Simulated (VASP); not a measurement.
Pd:

```
Pd
1.0
     0.00000    1.94000    1.94000
     1.94000    0.00000    1.94000
     1.94000    1.94000    0.00000
Pd
1
Direct
  0.00000 0.00000 0.00000
```

The cell was built by a generator and needn't be a form met in nature.

| Item | Value |
| --- | --- |
| Program | VASP 6.6.1 |
| Task | relaxation of cell and atoms |
| Functional | PBEsol |
| Dispersion | D3(BJ) |
| Potentials or basis | VASP PAW PBE potentials, release 64 (Pd) |
| Cutoff | 600 eV |
| k mesh | 18 × 18 × 18 |
| Occupations | methfessel-paxton, width 0.1 eV |
| Spin | no spin polarisation |

At the start: pressure -8.2 GPa; volume 14.60 Å³/atom.

Q: Where does the relaxation end?

A: Over 4 steps the energy falls by 15.2 meV/atom and the volume is 14.04 Å³/atom (-3.9 %); space group Fm-3m (No. 225, to 0.05 Å).

Step by step:
```
step  energy change (eV)  largest force (eV/Å)  pressure (GPa)  volume (Å³)
   1              0.0000                0.0000           -8.23        14.60
   2              0.0402                0.0000           19.95        13.07
   3             -0.0152                0.0000           -0.19        14.05
   4             -0.0152                0.0000            0.02        14.04
```

Final structure:
```
Pd
1.0
     0.00000    1.91457    1.91457
     1.91457    0.00000    1.91457
     1.91457    1.91457    0.00000
Pd
1
Direct
  0.00000 0.00000 0.00000
```

Caveat: the PAW data sets were made with another functional, which shifts forces and pressure a little; pairwise dispersion overbinds metals, which lowers pressure and volume.
